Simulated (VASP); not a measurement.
Energy against volume of Ni$_{3}$Fe (L1_2). These are optB88-vdW, VASP's PBE PAW potentials (set 64) (plane waves; VASP) values and carry that method's errors. Run with 520 eV cut-off, 9×9×9 Γ-centred mesh, first-order Methfessel-Paxton smearing of 0.10 eV, potentials Fe Ni.

```json
[
 {"V (Å³/atom)": "10.701", "E (eV/atom)": "-3.47786"},
 {"V (Å³/atom)": "11.032", "E (eV/atom)": "-3.48359"},
 {"V (Å³/atom)": "11.363", "E (eV/atom)": "-3.47707"},
 {"V (Å³/atom)": "11.694", "E (eV/atom)": "-3.46065"}
]
```

### Question
Fit these four points and predict the energy of the run at 10.370 Å³/atom.

### Answer
A cubic in V^(−2/3), the third-order Birch-Murnaghan form, passes through the four points with V0 = 11.01 Å³/atom and B0 = 199 GPa, and gives -3.4570 eV/atom there. The run gave -3.4573 eV/atom, -0.3 meV/atom from the fit; all five points give B0 = 198 GPa.

The compound is Ni3Fe in the L1_2 structure. It was relaxed first.
